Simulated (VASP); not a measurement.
# SCdClH in VASP: reference runs

Aim: a first look at SCdClH with PBE, on the cell as given.

All numbers are computed with VASP 6.6.1; they aren't measurements. Logs are shortened: lines on timing, memory, paths and dates and some standing lists are left out, and cuts for length are marked.

### Step 1. The molecule as given

The cell holds a molecule in a box, 4 atoms: a = 14.000 Å, b = 12.000 Å, c = 12.000 Å, α = 90.00°, β = 90.00°, γ = 90.00°.

### Step 2. Single point, PBE

File INCAR:

```
SYSTEM = CdHSCl
ALGO = Normal ; EDIFF = 1E-7
ENCUT = 520 ; GGA = PE
ISIF = 2 ; ISMEAR = 0
LASPH = .True. ; LCHARG = .False.
LREAL = .False. ; LWAVE = .False.
NBANDS = 21 ; NELM = 80
PREC = Accurate ; SIGMA = 0.01
```

File KPOINTS:

```
k-points
0
Gamma
  1 1 1
  0 0 0
```

File POSCAR:

```
CdHSCl
1.0
   14.0000000000      0.0000000000      0.0000000000
    0.0000000000     12.0000000000      0.0000000000
    0.0000000000      0.0000000000     12.0000000000
S Cd Cl H
1 1 1 1
Direct
    0.3551178600      0.5117083300      0.4579916700
    0.5029107100      0.4557666700      0.5261500000
    0.6467392900      0.3986583300      0.5940416700
    0.3907535700      0.6048416700      0.4116250000
```

Potentials or basis: VASP PAW PBE potentials, release 64 (S, Cd, Cl, H).

Command:

```console
cat potpaw_PBE.64/S/POTCAR potpaw_PBE.64/Cd/POTCAR potpaw_PBE.64/Cl/POTCAR potpaw_PBE.64/H/POTCAR > POTCAR
mpirun -np 1 vasp_gam > vasp.out
```

OUTCAR:

```text
SYSTEM = CdHSCl
   EDIFF = 1E-7
   ENCUT = 520
   GGA = PE
   ISIF = 2
   ISMEAR = 0
   LASPH = .True.
   LREAL = .False.
   NELM = 80
   PREC = Accurate

 ion  position               nearest neighbor table
   1  0.355  0.512  0.458-   4 1.34   2 2.32
   2  0.503  0.456  0.526-   3 2.28   1 2.32
   3  0.647  0.399  0.594-   2 2.28
   4  0.391  0.605  0.412-   1 1.34

  LATTYP: Found a simple tetragonal cell.
 ALAT       =    12.0000000000
 C/A-ratio  =     1.1666666667

  Lattice vectors:

 A1 = (   0.0000000000,  12.0000000000,   0.0000000000)
 A2 = (   0.0000000000,   0.0000000000,  12.0000000000)
 A3 = (  14.0000000000,   0.0000000000,   0.0000000000)

Analysis of symmetry for initial positions (statically):
=====================================================================
 Subroutine PRICEL returns:
 Original cell was already a primitive cell.

 Routine SETGRP: Setting up the symmetry group for a
 simple tetragonal supercell.

 Subroutine GETGRP returns: Found  1 space group operations
 (whereof  1 operations were pure point group operations)
 out of a pool of 16 trial point group operations.

The static configuration has the point symmetry C_1 .

Analysis of symmetry for dynamics (positions and initial velocities):
=====================================================================
 Subroutine PRICEL returns:
 Original cell was already a primitive cell.

 Routine SETGRP: Setting up the symmetry group for a
 simple tetragonal supercell.

 Subroutine GETGRP returns: Found  1 space group operations
 (whereof  1 operations were pure point group operations)
 out of a pool of 16 trial point group operations.

The dynamic configuration has the point symmetry C_1 .

 Subroutine INISYM returns: Found  1 space group operations
 (whereof  1 operations are pure point group operations),
 and found     1 'primitive' translations

----------------------------------------------------------------------------------------

                                     Primitive cell

  volume of cell :    2016.0000

  direct lattice vectors                    reciprocal lattice vectors
    14.000000000  0.000000000  0.000000000     0.071428571  0.000000000  0.000000000
     0.000000000 12.000000000  0.000000000     0.000000000  0.083333333  0.000000000
     0.000000000  0.000000000 12.000000000     0.000000000  0.000000000  0.083333333

  length of vectors
    14.000000000 12.000000000 12.000000000     0.071428571  0.083333333  0.083333333

  position of ions in fractional coordinates (direct lattice)
     0.355117860  0.511708330  0.457991670
     0.502910710  0.455766670  0.526150000
     0.646739290  0.398658330  0.594041670
     0.390753570  0.604841670  0.411625000

  ion indices of the primitive-cell ions
   primitive index   ion index
                 1           1
                 2           2
                 3           3
                 4           4

----------------------------------------------------------------------------------------

 KPOINTS: k-points

Automatic generation of k-mesh.
 Grid dimensions read from file:
 generate k-points for:    1    1    1

 Generating k-lattice:

  Cartesian coordinates                     Fractional coordinates (reciprocal lattice)
     0.071428571  0.000000000  0.000000000     1.000000000  0.000000000  0.000000000
     0.000000000  0.083333333  0.000000000     0.000000000  1.000000000  0.000000000
     0.000000000  0.000000000  0.083333333     0.000000000  0.000000000  1.000000000

  Length of vectors
     0.071428571  0.083333333  0.083333333

  Shift w.r.t. Gamma in fractional coordinates (k-lattice)
     0.000000000  0.000000000  0.000000000

 Subroutine IBZKPT returns following result:
 ===========================================

 Found      1 irreducible k-points:

 Following reciprocal coordinates:
            Coordinates               Weight
  0.000000  0.000000  0.000000      1.000000
   k-points           NKPTS =      1   k-points in BZ     NKDIM =      1   number of bands    NBANDS=     21
   number of dos      NEDOS =    301   number of ions     NIONS =      4
   total plane-waves  NPLWV = 874800
   dimension x,y,z NGX =   108 NGY =   90 NGZ =   90
   dimension x,y,z NGXF=   216 NGYF=  180 NGZF=  180
   ions per type =               1   1   1   1
   NGX,Y,Z   is equivalent  to a cutoff of  12.82, 12.47, 12.47 a.u.
   NGXF,Y,Z  is equivalent  to a cutoff of  25.65, 24.94, 24.94 a.u.
 SYSTEM =  CdHSCl
   PREC   = accura    normal or accurate (medium, high low for compatibility)
   ISTART =      0    job   : 0-new  1-cont  2-samecut
   ICHARG =      2    charge: 1-file 2-atom 10-const
   ISPIN  =      1    spin polarized calculation?
   LNONCOLLINEAR =      F non collinear calculations
   LSORBIT =      F    spin-orbit coupling
   LASPH  =      T    aspherical Exc in radial PAW
   ENCUT  =  520.0 eV  38.22 Ry    6.18 a.u.  26.03 22.31 22.31*2*pi/ulx,y,z
   NELM   =     80;   NELMIN=  2; NELMDL= -5     # of ELM steps
   EDIFF  = 0.1E-06   stopping-criterion for ELM
   LREAL  =      F    real-space projection
   EDIFFG = 0.1E-05   stopping-criterion for IOM
   NSW    =      0    number of steps for IOM
   IBRION =     -1    ionic relax: 0-MD 1-quasi-New 2-CG
   NFREE  =      0    steps in history (QN), initial steepest desc. (CG)
   ISIF   =      2    stress and relaxation
   ISYM   =      2    0-nonsym 1-usesym 2-fastsym
   POTIM  = 0.5000    time-step for ionic-motion
   TEBEG  =    0.0;   TEEND  =   0.0 temperature during run
   PSTRESS=    0.0 pullay stress
   NELECT =      26.0000    total number of electrons
   NUPDOWN=      -1.0000    fix difference up-down
   EMIN   =  10.00;   EMAX   =-10.00  energy-range for DOS
   EFERMI =   0.00;   METHOD = LEGACY
   ISMEAR =     0;   SIGMA  =   0.01  broadening in eV -4-tet -1-fermi 0-gaus
   EFERMI_NEDOS =   21; number of points for ismear=-14 and -15
   IALGO  =     38    algorithm
   IMIX   =      4    mixing-type and parameters
     AMIX     =   0.40;   BMIX     =  1.00
     AMIX_MAG =   1.60;   BMIX_MAG =  1.00
  volume/ion in A,a.u.               =     504.00      3401.16
  Fermi-wavevector in a.u.,A,eV,Ry     =   0.383916  0.725495  2.005379  0.147391
  Thomas-Fermi vector in A             =   1.321210
   LORBIT       =      0    0 simple, 1 ext, 2 COOP (PROOUT), +10 PAW based schemes
   GGA     = PE    functional components
   LHFCALC =     F    Hartree Fock is set to
   AEXX    =    0.0000 exact exchange contribution
   IVDW    =     0    specifies the selected vdW correction
   LEPSILON=     F    determine dielectric tensor
   LRPA    =     F    only Hartree local field effects (RPA)
 non-spin polarized calculation
 Gauss-broadening in eV      SIGMA  =   0.01
  energy-cutoff  :      520.00
  volume of cell :     2016.00
 maximum number of plane-waves:     27133
 NGX is ok and might be reduce to   108
   NGX = 53   NGY = 45   NGZ = 45

 number of electron      25.9999999 magnetization

 Free energy of the ion-electron system (eV)
  ---------------------------------------------------
  ext. energy  EPLUGINS =         0.00000000
  ---------------------------------------------------
  free energy    TOTEN  =       -11.46391049 eV

  energy without entropy =      -11.46391049  energy(sigma->0) =      -11.46391049

 E-fermi :  -6.0847     XC(G=0):  -0.7875

 val. band max:       -6.1615150240   @ k =   0.0000   0.0000   0.0000
 cond. band min:      -2.3768510882   @ k =   0.0000   0.0000   0.0000
 fundamental gap:      3.7846639358
 Fermi energy:        -6.0846797327

 k-point     1 :       0.0000    0.0000    0.0000
  band No.  band energies     occupation
      1     -19.6228      2.00000
      2     -17.9002      2.00000
      3     -13.7096      2.00000
      4     -13.5708      2.00000
      5     -13.5344      2.00000
      6     -13.4504      2.00000
[... 13 lines left out ...]
     20       0.7461      0.00000
     21       0.8198      0.00000

------------------------ aborting loop because EDIFF is reached ----------------------------------------

  FORCE on cell =-STRESS in cart. coord.  units (eV):
  Direction    XX          YY          ZZ          XY          YZ          ZX
  --------------------------------------------------------------------------------------
  -------------------------------------------------------------------------------------
  Total        0.8286896      0.2232807      0.1359772     -0.1777926     -0.1873576      0.2819487
  in kB        0.6585852      0.1774481      0.1080653     -0.1412973     -0.1488989      0.2240733
  external PRESSURE =       0.3146995 kB  Pullay stress =       0.0000000 kB

 VOLUME and BASIS-vectors are now :
 -----------------------------------------------------------------------------
  energy-cutoff  :      520.00
  volume of cell :     2016.00
      direct lattice vectors                 reciprocal lattice vectors
    14.000000000  0.000000000  0.000000000     0.071428571  0.000000000  0.000000000
     0.000000000 12.000000000  0.000000000     0.000000000  0.083333333  0.000000000
     0.000000000  0.000000000 12.000000000     0.000000000  0.000000000  0.083333333

 POSITION                                       TOTAL-FORCE (eV/Angst)
 -----------------------------------------------------------------------------------
      4.97165      6.14050      5.49590        -0.275592     -0.105509      0.006394
      7.04075      5.46920      6.31380        -0.023426      0.037611     -0.027250
      9.05435      4.78390      7.12850         0.211946     -0.081484      0.091737
      5.47055      7.25810      4.93950         0.087072      0.149382     -0.070880
 -----------------------------------------------------------------------------------
    total drift:                               -0.000058     -0.000254     -0.000318

  FREE ENERGIE OF THE ION-ELECTRON SYSTEM (eV)
  ---------------------------------------------------
  free  energy   TOTEN  =       -11.4639104909 eV

  energy  without entropy=      -11.4639104909  energy(sigma->0) =      -11.46391049
```

Wall time 8 min (1 thread of AMD EPYC, shared host); peak memory 1.4 GiB.

Results:

| Property | Result |
| --- | --- |
| Free energy | -11.4639 eV |
| Largest force | 0.295 eV/Å |
| Gap between the frontier levels | 3.78 eV |

Forces on the atoms (eV/Å):
```
S   -0.276 -0.106  0.006
Cd  -0.023  0.038 -0.027
Cl   0.212 -0.081  0.092
H    0.087  0.149 -0.071
```

Levels at points of the mesh, in eV from the valence-band top:
| k point | band 10 | band 11 | band 12 | band 13 | band 14 | band 15 | band 16 | band 17 |
| --- | --- | --- | --- | --- | --- | --- | --- | --- |
| (0.00, 0.00, 0.00) | -1.46 | -1.08 | -1.04 | 0.00 | 3.78 | 4.87 | 5.23 | 5.69 |

As with any semilocal functional, this PBE gap is likely too small.
